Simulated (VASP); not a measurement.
An input for Ansatz (written as the equivalent of a VASP run, and not itself run):

Ansatz 0.2 input:
```yaml
crystal:
  lattice:
    - [3.6078860, 0.0000000, 0.0000000]
    - [-1.8039430, 3.1245210, 0.0000000]
    - [0.0000000, 0.0000000, 16.9820380]
  atoms:
    - { symbol: Pt, position: [0.0000000, 0.0000000, 0.5000000] }
    - { symbol: Se, position: [0.3333330, 0.6666670, 0.5878000] }
    - { symbol: Se, position: [0.6666670, 0.3333330, 0.4122000] }
kpoints:
  mp_grid: { grid: [4, 4, 1] }
hamiltonian:
  xc: pbe
  pseudopotentials: { kind: paw }
scf:
  occupations: { method: gaussian, width: 0.1 }
  max_iter: 100
output: { forces: true, stress: true, eigenvalues: true }
```

Problem. Translate this input to VASP (INCAR, KPOINTS, POSCAR, choice of POTCAR).

Solution. Several could match; the one computed here: 
INCAR:
```
# general
SYSTEM   =  PtSe2
PREC     =  Accurate
ENCUT    =  300
LREAL    =  F
LASPH    =  T

# electronic loop
EDIFF    =  1E-6
NELM     =  100
ALGO     =  Normal
LMAXMIX  =  6

# smearing
ISMEAR   =  0
SIGMA    =  0.1

# functional
GGA      =  PE

# ions
ISIF     =  2

# output
LWAVE    =  F
LCHARG   =  F
```

File KPOINTS:
```
Regular mesh
0
gamma
  4 4 1
```

POSCAR:
```
PtSe2
1
    3.6078860000     0.0000000000     0.0000000000
   -1.8039430000     3.1245210000     0.0000000000
    0.0000000000     0.0000000000    16.9820380000
Pt Se
1 2
Direct
  0.0000000000   0.0000000000   0.5000000000
  0.3333330000   0.6666670000   0.5878000000
  0.6666670000   0.3333330000   0.4122000000
```

POTCAR, in this order: Pt Se (PBE.64 set). Program: vasp_std.

Limits of the translation: each code has its own PAW files, so the cut-off isn't converted (ENCUT is set for VASP's; basis.ecutwfc is left out, and Ansatz then takes the one that its files recommend); Ansatz stops its SCF on the density residual and VASP on the energy change (EDIFF).

The cell is a sheet with vacuum, built from a generated structure.
